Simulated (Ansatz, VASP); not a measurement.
# EuCd2P2: VASP beside Ansatz, part 2 of 2

One calculation is typed for both programs; each brings its own data sets and cutoff. How far apart do they land? The cell is taken from a series of VASP runs on this material, whose earlier steps may have relaxed, scaled or displaced it; both programs get it as it stands.

VASP 6.6.1 and Ansatz 0.2.0.

So far. Step 2 (VASP: band structure, r2SCAN, DFT+U): Experiment finds antiferromagnetic order in this phase (below 11 K, arxiv:2203.12739), so this ferromagnetic run describes another state.

## 3. Ansatz: band structure, r2SCAN, DFT+U

Level of this step: Ansatz beside VASP: Kohn-Sham DFT, plane waves, r2SCAN, DFT+U (Ansatz).

Ansatz runs on its default PAW (the set named soft_2) files.

The same cell, functional, mesh and smearing now go to Ansatz, which takes its cutoff from its data sets.

Input file input.yaml:

```yaml
crystal:
  lattice:
    - [4.3407983975, 0.0, 0.0]
    - [-2.1703991988, 3.759241685, 0.0]
    - [0.0, 0.0, 7.1929162865]
  atoms:
    - { symbol: Eu, position: [0.0, 0.0, 0.0], spin: 6.642 }
    - { symbol: Cd, position: [0.66666667, 0.33333333, 0.3628390541], spin: -0.006 }
    - { symbol: Cd, position: [0.33333333, 0.66666667, 0.6371609459], spin: -0.006 }
    - { symbol: P, position: [0.66666667, 0.33333333, 0.7500493522], spin: -0.027 }
    - { symbol: P, position: [0.33333333, 0.66666667, 0.2499506478], spin: -0.027 }
hamiltonian:
  xc: r2scan
  pseudopotentials: { kind: paw }
  hubbard: { sites: [{ species: Eu, l: f, u_eff: 5.0 }] }
magnetization:
  spin_polarized: true
kpoints:
  mp_grid: { grid: [7, 7, 4] }
  band_path:
    path:
      - [0.0, 0.0, 0.0]
      - [0.13333, 0.0, 0.0]
      - [0.3, 0.0, 0.0]
      - [0.46667, 0.0, 0.0]
      - [0.46667, 0.06667, 0.0]
      - [0.41111, 0.17778, 0.0]
      - [0.35556, 0.28889, 0.0]
      - [0.28889, 0.28889, 0.0]
      - [0.17778, 0.17778, 0.0]
      - [0.06667, 0.06667, 0.0]
      - [0.0, 0.0, 0.03333]
      - [0.0, 0.0, 0.2]
      - [0.0, 0.0, 0.36667]
      - [0.0, 0.0, 0.5]
      - [0.16667, 0.0, 0.5]
      - [0.3, 0.0, 0.5]
      - [0.46667, 0.0, 0.5]
      - [0.46667, 0.06667, 0.5]
      - [0.41111, 0.17778, 0.5]
      - [0.35556, 0.28889, 0.5]
      - [0.28889, 0.28889, 0.5]
      - [0.17778, 0.17778, 0.5]
      - [0.06667, 0.06667, 0.5]
      - [0.5, 0.0, 0.46667]
      - [0.5, 0.0, 0.3]
      - [0.5, 0.0, 0.13333]
      - [0.33333, 0.33333, 0.0]
      - [0.33333, 0.33333, 0.16667]
      - [0.33333, 0.33333, 0.33333]
      - [0.33333, 0.33333, 0.5]
    npoints: 1
scf:
  occupations: { method: gaussian, width: 0.05 }
  n_extra_bands: 13
output:
  forces: true
  stress: true
  eigenvalues: true
  write_density: true
  write_potential: true
  elf: true
  volumetric_format: npy
```

Command:

```sh
ansatz run input.yaml --threads 2 --pin off --max-ram 4608MiB --backend cpu --events-out ev --progress --plain --runs-dir out
```

Numbers of over 12 decimals in the logs are rounded to 6 here.

What it wrote:

```text
Eu: projections on atomic orbitals take those of the free atom [Kr 4d10] 4f7 5s2 5p6 5d0 6s2, of charge +0.00 (hamiltonian.pseudopotentials.projection_atoms); the dataset's partial waves leave at most 1.0e-3 of an orbital's norm unspanned inside its sphere
Cd: projections on atomic orbitals take those of the free atom [Ar 3d10] 4s2 4p6 4d10 5s2, of charge +0.00 (hamiltonian.pseudopotentials.projection_atoms); the dataset's partial waves leave at most 1.3e-5 of an orbital's norm unspanned inside its sphere
P: projections on atomic orbitals take those of the free atom [Ne] 3s2 3p3, of charge +0.00 (hamiltonian.pseudopotentials.projection_atoms); the dataset's partial waves leave at most 1.0e-7 of an orbital's norm unspanned inside its sphere
scf.n_extra_bands = 13 over 34 filled bands (N_el = 67.0): the run solves 47 bands
Engine: ansatz 0.2.0, aarch64-unknown-linux-gnu
Pseudopotentials: kind: paw
Pseudopotential: Eu, paw, valence charge 17, recommended cutoff 500 eV (meta_gga), Eu.paw.azcp
Pseudopotential: Cd, paw, valence charge 20, recommended cutoff 500 eV (meta_gga), Cd.paw.azcp
Pseudopotential: P, paw, valence charge 5, recommended cutoff 500 eV (meta_gga), P.paw.azcp
Functional definition: r2SCAN
  parameter k0 = 0.174
  parameter k1 = 0.065
  parameter a1 = 4.9479
  exchange = r2scan_x(k0 = k0, k1 = k1, a1 = a1)
  correlation = r2scan_c
Crystal: 5 atoms, lattice volume = 117.375 Å³
Basis set: ecut = 500 eV, 2973 PW (Γ), exchange–correlation on 128×128×216 points (64 copies of the dense FFT grid, shifted against one another)
Bands: 47, of which v1, the nominal top of the filled ones, is band 34 counted from 1 (33 counted from 0)
Symmetry: 12 space group operations
Space group: P-3m1 (ITA 164), of the structure as read, at distance tolerance 4.9e-5 Å
Magnetic group: BNS 164.85 (UNI 1315), of the structure as read, at distance tolerance 4.9e-5 Å
k-points: 28 of 196
Non-local potential: Eu, projectors of the file, l = 0: 3, l = 1: 2, l = 2: 2, l = 3: 3
Non-local potential: Cd, projectors of the file, l = 0: 3, l = 1: 2, l = 2: 2, l = 3: 1
Non-local potential: P, projectors of the file, l = 0: 2, l = 1: 2, l = 2: 2
PAW form: soft (Blöchl's): semilocal exchange-correlation on the pseudo side does not see the compensation charge
PAW frozen core: Eu, regenerated for the run's functional (the file was generated under x = pbe(κ = 0.804, μ = 0.219515), c = pbe(β = 0.066725))
PAW frozen core: Cd, regenerated for the run's functional (the file was generated under x = pbe(κ = 0.804, μ = 0.219515), c = pbe(β = 0.066725))
PAW frozen core: P, regenerated for the run's functional (the file was generated under x = pbe(κ = 0.804, μ = 0.219515), c = pbe(β = 0.066725))
PAW one-centre angular grid: Eu, 2702 points (default); XC on 160 Gauss nodes
PAW one-centre angular grid: Cd, 590 points (default); XC on 160 Gauss nodes
PAW one-centre angular grid: P, 302 points (default); XC on 160 Gauss nodes
Initial density: superposition of atomic densities (chi_scale 0.1, normalization cell)
Starting moments: Σ|m| = 6.708 μB on 5 of 5 sites
Initial wavefunctions: pseudopotential atomic-orbital guess
Functional: x = r2scan, c = r2scan; τ floored in thin density (d = 2e-4 eV/Å³)
SCF iter   1: F=—  HF=-26835.972356 eV  |F-HF|=—  |Δ(HF+E_count)|=         —  Δρ=1.97e-1 (↑1.97e-1 ↓1.51e-1)  dr2=9.11e0  dr2_τ=2.91e-1  dr2_m=3.20e1  M=7.000 μB ∫|m|=7.576 μB  β_m=0.30  ethr=3.10e-3  ⟨swp⟩=6.9  Hψ=10136  notcnv=0  defer=3
preconditioner: auto → Resta (q_TF=auto, 2.485 Å⁻¹)  ε∞=5.1  [insulator: Δε(μ)=0.845 eV  Ē_g=11.830 eV  σ=0.050 eV  W_gap=1.00  n_scr=34 (ndim 8)  ℏωp=24.0 eV  f_vac=0.010  D(μ)=0.00/eV (n_scr^D=0)  ε∞_Penn≈5.1]
spin=Collinear: Resta preconditioning applied to the charge; magnetization (m = ρ↑ − ρ↓) channel mixes plain (no charge-response kernel on spin).
SCF iter   2: F=—  HF=-26836.383135 eV  |F-HF|=—  |Δ(HF+E_count)|=   4.11e-1  Δρ=1.32e-1 (↑1.32e-1 ↓1.08e-1)  dr2=3.21e0  dr2_τ=1.32e-1  dr2_m=1.52e1  M=7.000 μB ∫|m|=7.479 μB  β_m=0.30  ethr=3.10e-3  ⟨swp⟩=3.1  Hψ=5215  notcnv=0  defer=345  κ⁻¹=1.0e0(r=1)
SCF iter   3: F=—  HF=-26837.260005 eV  |F-HF|=—  |Δ(HF+E_count)|=   8.77e-1  Δρ=8.01e-2 (↑7.73e-2 ↓8.01e-2)  dr2=2.30e-1  dr2_τ=6.03e-2  dr2_m=6.61e0  M=7.000 μB ∫|m|=7.349 μB  β_m=1.00  ethr=3.10e-3  ⟨swp⟩=3.3  Hψ=5304  notcnv=0  defer=318  κ⁻¹=5.7e-3(r=2)
SCF iter   4: F=—  HF=-26834.891032 eV  |F-HF|=—  |Δ(HF+E_count)|=    2.37e0  Δρ=1.56e-2 (↑1.56e-2 ↓8.39e-3)  dr2=8.85e-2  dr2_τ=1.60e-2  dr2_m=1.47e-1  M=7.000 μB ∫|m|=7.292 μB  β_m=0.30  ethr=3.43e-4  ⟨swp⟩=3.7  Hψ=6941  notcnv=0  defer=326  κ⁻¹=2.4e-3(r=3)
SCF iter   5: F=—  HF=-26836.923066 eV  |F-HF|=—  |Δ(HF+E_count)|=    2.03e0  Δρ=1.02e-2 (↑1.02e-2 ↓4.23e-3)  dr2=6.65e-2  dr2_τ=2.03e-3  dr2_m=5.02e-2  M=7.000 μB ∫|m|=7.276 μB  β_m=1.20  ethr=1.32e-4  ⟨swp⟩=2.8  Hψ=4378  notcnv=0  defer=326
Mixer restart at iter 5: flushing history
spin-set hold released at iteration 5 (site moments contracting): the magnetisation degrees of freedom join the quasi-Newton model from the next iteration; the mixer history was flushed
SCF iter   6: F=—  HF=-26837.290895 eV  |F-HF|=—  |Δ(HF+E_count)|=   3.68e-1  Δρ=3.87e-3 (↑2.16e-3 ↓3.87e-3)  dr2=1.93e-2  dr2_τ=6.58e-4  dr2_m=6.78e-3  M=7.000 μB ∫|m|=7.227 μB  β_m=1.20  ethr=9.93e-5  ⟨swp⟩=2.9  Hψ=4355  notcnv=0  defer=326  κ⁻¹=1.0e0(r=1)
SCF iter   7: F=—  HF=-26837.863081 eV  |F-HF|=—  |Δ(HF+E_count)|=   5.72e-1  Δρ=2.11e-3 (↑1.75e-3 ↓2.11e-3)  dr2=1.03e-2  dr2_τ=6.55e-4  dr2_m=2.22e-3  M=7.000 μB ∫|m|=7.215 μB  β_m=1.20  ethr=2.88e-5  ⟨swp⟩=2.6  Hψ=4590  notcnv=0  defer=322  κ⁻¹=4.3e-2(r=2)
SCF iter   8: F=—  HF=-26838.399246 eV  |F-HF|=—  |Δ(HF+E_count)|=   5.36e-1  Δρ=1.05e-3 (↑1.05e-3 ↓8.64e-4)  dr2=3.92e-3  dr2_τ=1.22e-4  dr2_m=2.52e-4  M=7.000 μB ∫|m|=7.206 μB  β_m=1.20  ethr=1.54e-5  ⟨swp⟩=3.0  Hψ=5117  notcnv=0  defer=322  κ⁻¹=1.5e-2(r=3)
SCF iter   9: F=—  HF=-26838.523968 eV  |F-HF|=—  |Δ(HF+E_count)|=   1.25e-1  Δρ=5.52e-4 (↑4.61e-4 ↓5.52e-4)  dr2=1.22e-3  dr2_τ=8.45e-6  dr2_m=2.80e-5  M=7.000 μB ∫|m|=7.201 μB  β_m=1.20  ethr=5.84e-6  ⟨swp⟩=3.0  Hψ=4980  notcnv=0  defer=322  κ⁻¹=2.5e-3(r=4)
SCF iter  10: F=—  HF=-26838.520649 eV  |F-HF|=—  |Δ(HF+E_count)|=   3.32e-3  Δρ=2.06e-4 (↑2.06e-4 ↓1.95e-4)  dr2=1.98e-4  dr2_τ=4.29e-6  dr2_m=1.12e-5  M=7.000 μB ∫|m|=7.198 μB  β_m=1.20  ethr=1.82e-6  ⟨swp⟩=2.0  Hψ=3858  notcnv=0  defer=322  κ⁻¹=9.3e-4(r=5)
SCF iter  11: F=—  HF=-26838.520737 eV  |F-HF|=—  |Δ(HF+E_count)|=   8.80e-5  Δρ=1.03e-4 (↑1.03e-4 ↓9.56e-5)  dr2=4.00e-5  dr2_τ=3.43e-6  dr2_m=3.35e-6  M=7.000 μB ∫|m|=7.198 μB  β_m=1.20  ethr=2.95e-7  ⟨swp⟩=2.0  Hψ=3739  notcnv=0  defer=322  κ⁻¹=1.7e-4(r=6)
SCF iter  12: F=—  HF=-26838.525186 eV  |F-HF|=—  |Δ(HF+E_count)|=   4.45e-3  Δρ=6.15e-5 (↑6.15e-5 ↓4.49e-5)  dr2=9.09e-6  dr2_τ=2.01e-7  dr2_m=4.03e-7  M=7.000 μB ∫|m|=7.200 μB  β_m=1.20  ethr=5.97e-8  ⟨swp⟩=3.0  Hψ=4482  notcnv=0  defer=322  κ⁻¹=1.4e-5(r=7)
SCF iter  13: F=—  HF=-26838.525321 eV  |F-HF|=—  |Δ(HF+E_count)|=   1.35e-4  Δρ=3.16e-5 (↑3.16e-5 ↓2.82e-5)  dr2=2.72e-6  dr2_τ=8.51e-8  dr2_m=1.14e-7  M=7.000 μB ∫|m|=7.200 μB  β_m=1.20  ethr=1.36e-8  ⟨swp⟩=3.0  Hψ=3927  notcnv=0  defer=322  κ⁻¹=8.1e-6(r=8)
SCF iter  14: F=—  HF=-26838.525268 eV  |F-HF|=—  |Δ(HF+E_count)|=   5.26e-5  Δρ=2.13e-5 (↑2.13e-5 ↓1.25e-5)  dr2=9.28e-7  dr2_τ=3.50e-8  dr2_m=6.69e-8  M=7.000 μB ∫|m|=7.200 μB  β_m=1.20  ethr=4.05e-9  ⟨swp⟩=2.0  Hψ=3741  notcnv=0  defer=322  κ⁻¹=1.3e-5(r=8)
SCF iter  15: F=—  HF=-26838.525296 eV  |F-HF|=—  |Δ(HF+E_count)|=   2.78e-5  Δρ=1.14e-5 (↑1.14e-5 ↓6.22e-6)  dr2=3.17e-7  dr2_τ=4.00e-9  dr2_m=1.63e-8  M=7.000 μB ∫|m|=7.200 μB  β_m=1.20  ethr=1.39e-9  ⟨swp⟩=2.5  Hψ=3833  notcnv=0  defer=322  κ⁻¹=1.0e-5(r=8)
SCF iter  16: F=—  HF=-26838.525304 eV  |F-HF|=—  |Δ(HF+E_count)|=   8.08e-6  Δρ=3.33e-6 (↑3.33e-6 ↓3.04e-6)  dr2=3.11e-8  dr2_τ=6.66e-10  dr2_m=2.81e-10  M=7.000 μB ∫|m|=7.200 μB  β_m=1.20  ethr=1.49e-10  ⟨swp⟩=20.8  Hψ=25476  notcnv=0  κ⁻¹=5.8e-6(r=8)
SCF iter  17: F=-26838.525304 eV  HF=-26838.525304 eV  |F-HF|=2.35e-8  |Δ(HF+E_count)|=   6.72e-8  Δρ=2.19e-6 (↑2.19e-6 ↓2.15e-6)  dr2=1.47e-8  dr2_τ=2.27e-10  dr2_m=5.57e-11  M=7.000 μB ∫|m|=7.200 μB  ethr=4.63e-11  ⟨swp⟩=8.7  Hψ=13235  notcnv=0
SCF 1 converged in 17 iterations: F = -26838.525304 eV  dr2 = 1.47e-8
  greatest PAW one-centre occupation: 1.001 electrons in one spin orbital (limit 2), on the Cd atom at site 2 (counted from 0), in its partial waves of l = 1
this state was not tested for a lower state beside it, because the mixer in use, unlike msr1, does not test its closes by its own steps (another_mixer; see scf.mixing.algorithm and scf.lower_state_search)
NSCF: frozen V_eff on 30 k-points
SCF converged after 17 iterations
Magnetization: 7.0000 μB (37.0000 up, 30.0000 down)
Absolute magnetization: 7.2014 μB (∫|ρ↑−ρ↓|, with the PAW one-centre terms)
Spin contamination: 0.0163 ħ² per cell (⟨S²⟩ above its minimum at these occupations)
Per-site moments (μB) at R_I (Å): [(6.911987, 1.272293), (-0.00458746, 1.086699), (-0.00458746, 1.086699), (-0.031225, 1.086699), (-0.031225, 1.086699)]
Free energy (F): -26838.525304 eV
Harris-Foulkes:  -26838.525304 eV  (|F-HF|=2.35e-8)
Internal energy: -26838.525304 eV  (E = F + TS)
E sigma→0 (E₀):  -26838.525304 eV
Fermi energy:    11.074496 eV
--- Per-component energies (eV) ---
  E_band       = -961.163008
  E_kinetic    = 1500.134266
  E_local      = -9539.467149  (includes V_loc(G=0)·N_el)
  E_nonlocal   = 614.328091
  E_hartree    = 4318.648916
  E_xc         = -624.973539
  E_vxc        = -847.870673  (∫ρ·V_xc dr)
  E_hubbard    = 0.102163  (on-site DFT+U / exact-exchange correction)
  E_vhub       = -17.263520  (the Hubbard potential's part of the band-sum identity)
  E_paw        = -15773.543097  (= ΣΔE_a)
  E_vpaw       = -1361.721714  (= ΣTr[D̂ρ^β])
  E_aug_tail   = 0.000013  (compensation charges beyond the density's cutoff)
  E_vtau       = 53.402868  (kinetic-family band-sum trace: ∫τ·v_τ [+ j·A + Jᵃ·Aᵃ] dr)
  E_ewald      = -7332.724485
  E_core_change = -1.030482  (= ΣΔE_core)
  E_smearing   = -0.000000  (= −TS)
  E_closure    = 0.000000  (closes the sum)
  Σ components = -26838.525304   (vs F -26838.525304, Δ=0.00e0)
--- Forces (eV/Å), atoms counted from 1 ---
  atom   1  Eu     0.00000000     0.00000000    -0.00000000
  atom   2  Cd     0.00000000    -0.00000000     0.00545067
  atom   3  Cd    -0.00000000     0.00000000    -0.00545067
  atom   4  P      0.00000000    -0.00000000    -0.01566370
  atom   5  P     -0.00000000     0.00000000     0.01566370
  max |Σ_I F_I| component: 9.25e-18 eV/Å
--- Stress (GPa, compression-positive) ---
        0.016927      -0.000000       0.000000
       -0.000000       0.016927      -0.000000
        0.000000      -0.000000      -0.006340
  P = ⅓ Tr σ = 0.0092 GPa (0.092 kbar)
--- Band table (eV; the first three rows and the last of 56) ---
  k-point 0 ↑: bands = [... 30 lower, 9.0337, 9.0751, 9.0751, 9.1477, 10.6416, 10.6416, 10.6506, 11.4981, ... 9 higher]
  k-point 1 ↑: bands = [... 30 lower, 9.0738, 9.1478, 9.1517, 9.1517, 9.7144, 10.3974, 10.3974, 11.6264, ... 9 higher]
  k-point 2 ↑: bands = [... 30 lower, 9.0762, 9.1478, 9.2244, 9.3410, 9.3410, 10.1246, 10.1246, 11.5389, ... 9 higher]
  k-point 27 ↓: bands = [... 30 lower, 13.0135, 13.2280, 14.5649, 14.7637, 15.0785, 15.3045, 16.4988, 17.4387, ... 9 higher]
Occupation matrices written to <dir>
```

Elapsed: 2 min, on 2 threads of Arm Neoverse N1, shared host; peak memory 0.96 GiB.

Reading the cycles: dr2 is the Hartree energy of the density residual (eV), the measure of convergence; HF is the Harris–Foulkes estimate of the energy, which meets the free energy F at convergence.

## 4. Side by side

Known differences besides the potentials themselves: U acts on the PAW sphere in VASP and on atomic orbitals in Ansatz, so only states and trends compare; VASP keeps PBE cores, Ansatz makes them for the functional; the data sets hold 67 valence electrons in Ansatz (default PAW (the set named soft_2) files) and 51 in VASP; the cutoff is 500 eV in Ansatz and 450 eV in VASP; site moments are counted in spheres of each program's own size. Total energies have different zeros and are not compared.

Compared:

```tsv
quantity	Ansatz	VASP	difference
pressure (GPa)	0.01	0.08	-0.07
pressure without Ansatz's Pulay correction (GPa)	-0.06	0.08	-0.13
total moment (μB)	7.00	7.00	0.00
moment on Eu1 (μB)	6.91	6.64	+0.27
```

At this near-relaxed geometry the largest component of a force difference is 16 meV/Å. Ansatz's pressure holds a Pulay correction of 0.07 GPa; VASP's holds none.

## 5. VASP: single point, r2SCAN, DFT+U

With cell and atoms fixed, the geometry can't cause a difference; cores, projectors, grids and the points listed under the comparison can.

Input file INCAR:

```
SYSTEM = EuCd2P2
PREC = Accurate
ENCUT = 450
EDIFF = 1E-06
NELM = 150
ISMEAR = -5
SIGMA = 0.05
LREAL = .FALSE.
ALGO = Normal
METAGGA = R2SCAN
LASPH = .TRUE.
NBANDS = 43
ISPIN = 2
MAGMOM = 6.642 -0.006 -0.006 -0.027 -0.027
LDAU = .TRUE.
LDAUTYPE = 2
LDAUL = 3 -1 -1
LDAUU = 5 0 0
LDAUJ = 0 0 0
LDAUPRINT = 1
LMAXMIX = 6
AMIX = 0.2
BMIX = 1E-04
AMIX_MAG = 0.8
BMIX_MAG = 1E-04
LORBIT = 11
LWAVE = .FALSE.
LCHARG = .FALSE.
KPAR = 4
NEDOS = 2001
```

Input file POSCAR:

```
EuCd2P2
1.0
    4.3407983975      0.0000000000      0.0000000000
   -2.1703991988      3.7592416850      0.0000000000
    0.0000000000      0.0000000000      7.1929162865
Eu Cd P
1 2 2
Direct
    0.0000000000      0.0000000000      0.0000000000
    0.6666666700      0.3333333300      0.3628390541
    0.3333333300      0.6666666700      0.6371609459
    0.6666666700      0.3333333300      0.7500493522
    0.3333333300      0.6666666700      0.2499506478
```

Input file KPOINTS:

```
Automatic mesh
0
Gamma
11 11 6
0 0 0
```

The projector-augmented-wave data sets are Eu, Cd and P (PBE family, release 64).

Command:

```sh
mpirun -np 4 vasp_std
```

What it wrote:

```text
[banner, memory and clock lines left out]
running    4 mpi-ranks, on    1 nodes
[...]
[... a notice as in an earlier step ...]

 LDA part: xc-table for (None), standard interpolation
 POSCAR, INCAR and KPOINTS ok, starting setup
[...]
entering main loop
       N       E                     dE             d eps       ncg     rms          rms(c)
DAV:   1     0.263807672679E+03    0.26381E+03   -0.19997E+04 21896   0.368E+03
DAV:   2    -0.658375742348E+02   -0.32965E+03   -0.29560E+03 21161   0.475E+02
DAV:   3    -0.104545614926E+03   -0.38708E+02   -0.37806E+02 21007   0.121E+02
DAV:   4    -0.108745615118E+03   -0.42000E+01   -0.41667E+01 28132   0.269E+01
[...]
DAV:  16    -0.101016955572E+03   -0.92028E-06   -0.19548E-05 24876   0.532E-02    0.694E-02
DAV:  17    -0.101016954137E+03    0.14353E-05   -0.74959E-06 21645   0.167E-02    0.260E-02
DAV:  18    -0.101016953645E+03    0.49155E-06   -0.18899E-06 14644   0.188E-02
   1 F= -.10101695E+03 E0= -.10101695E+03  d E =0.000000E+00  mag=     7.0000
```

Parts of OUTCAR (step 5):

```text
  Total        0.0369665      0.0369665      0.0572193     -0.0000000      0.0000000     -0.0000000
  in kB        0.5045962      0.5045962      0.7810490     -0.0000000      0.0000000     -0.0000000
  external PRESSURE =       0.5967471 kB  Pullay stress =       0.0000000 kB

 POSITION                                       TOTAL-FORCE (eV/Angst)
 -----------------------------------------------------------------------------------
      0.00000      0.00000      0.00000         0.000000      0.000000      0.000000
      2.17040      1.25308      2.60987         0.000000      0.000000      0.005621
     -0.00000      2.50616      4.58305        -0.000000     -0.000000     -0.005621
      2.17040      1.25308      5.39504        -0.000000      0.000000      0.002416
     -0.00000      2.50616      1.79787        -0.000000      0.000000     -0.002416
 -----------------------------------------------------------------------------------
    total drift:                               -0.000000      0.000000     -0.000000

  FREE ENERGIE OF THE ION-ELECTRON SYSTEM (eV)
  ---------------------------------------------------
  free  energy   TOTEN  =      -101.0169536450 eV

  energy  without entropy=     -101.0169536450  energy(sigma->0) =     -101.01695365

 magnetization (x)
# of ion       s       p       d       f       tot
--------------------------------------------------
    1       -0.025  -0.194   0.049   6.812   6.642
    2       -0.003  -0.003  -0.000   0.000  -0.006
    3       -0.003  -0.003  -0.000   0.000  -0.006
    4       -0.006  -0.021   0.000   0.000  -0.027
    5       -0.006  -0.021   0.000   0.000  -0.027
--------------------------------------------------
tot         -0.042  -0.243   0.048   6.812   6.576

[... 1 part as in an earlier step ...]

[... 2 further parts left out ...]
[key lines of the parts left out:]
E-fermi :   3.5801
```

The run ends at a pressure of 0.06 GPa, with forces up to 0.0056 eV/Å.

## 6. Ansatz: single point, r2SCAN, DFT+U

The same cell, functional, mesh and smearing now go to Ansatz, which takes its cutoff from its data sets.

The cell is taken from a series of VASP runs on this material, whose earlier steps may have relaxed, scaled or displaced it; both programs get it as it stands.

input.yaml, the sections that differ from step 3:

```yaml
kpoints:
  mp_grid: { grid: [11, 11, 6] }
scf:
  occupations: { method: tetrahedron }
output:
  forces: true
  stress: true
# crystal, hamiltonian, magnetization: as in step 3
```

Command:

```sh
ansatz run input.yaml --threads 2 --pin off --max-ram 4608MiB --backend cpu --events-out ev --progress --plain --runs-dir out
```

What it wrote:

```text
Warning: output.forces, output.stress, relax.cell or npt_langevin: where a Kohn–Sham band that disperses or a degenerate level is filled in part under the method tetrahedron, the forces or the stress that this run publishes need not agree with its energy (scf.occupations.method in the input reference, under Limitations); prefer a smearing scheme for the forces or the stress
[...]
k-point 1 ↑: bands = [... 30 lower, 9.0591, 9.0818, 9.0818, 9.1475, 10.0776, 10.5192, 10.5192, 11.6737, ... 7 higher]
  k-point 2 ↑: bands = [... 30 lower, 9.0750, 9.1475, 9.2375, 9.2375, 9.4286, 10.2678, 10.2678, 11.5799, ... 7 higher]
  k-point 83 ↓: bands = [... 30 lower, 13.0160, 13.3176, 14.5800, 14.7741, 15.2620, 15.2796, 16.7395, 17.0549, ... 7 higher]
Occupation matrices written to <dir>
[key lines of the parts left out:]
SCF converged after 18 iterations
Magnetization: 7.0000 μB (37.0000 up, 30.0000 down)
Free energy (F): -26838.529327 eV
Fermi energy:    10.649396 eV
P = ⅓ Tr σ = 0.0059 GPa (0.059 kbar)
```

Elapsed: 4.6 min, on 2 threads; peak memory 1.5 GiB; 8.9 min of CPU time.

The run ends at a pressure of 0.01 GPa, with forces up to 0.015 eV/Å.

## 7. Side by side

Compared:

```tsv
quantity	Ansatz	VASP	difference
pressure (GPa)	0.01	0.06	-0.05
pressure without Ansatz's Pulay correction (GPa)	-0.06	0.06	-0.12
gap on the k mesh (eV)	0.848	0.755	+0.093
total moment (μB)	7.00	7.00	0.00
moment on Eu1 (μB)	6.91	6.64	+0.27
```

At this near-relaxed geometry the largest component of a force difference is 18 meV/Å. A gap on the mesh is an upper bound, since the band edges may lie between its points. Ansatz's pressure holds a Pulay correction of 0.07 GPa; VASP's holds none.

## 8. What came out

| Quantity | Value |
| --- | --- |
| difference in total moment (band structure, r2SCAN, DFT+U) | 0 μB |
| r.m.s. force difference (band structure, r2SCAN, DFT+U) | 6.0 meV/Å |
| difference in gap on the k mesh (single point, r2SCAN, DFT+U) | 0.093 eV |
| r.m.s. force difference (single point, r2SCAN, DFT+U) | 6.5 meV/Å |

In words: The difference in gap on the k mesh is 0.093 eV (single point, r2SCAN, DFT+U). How closely two codes agree says nothing of how well the functional describes the real material.

[Lines on the potential files, build, host, timing and source positions are cut from VASP's logs without a mark.]

[Logs are printed without paths, hosts, clocks, repeated set-up lines and the standing remarks that a program may print on its own settings, such as how far it seeks lower states.]

[Hosts, paths, dates, database ids (printed as entryN), source tags and the programs' standing remarks are cut or masked in the printed files.]
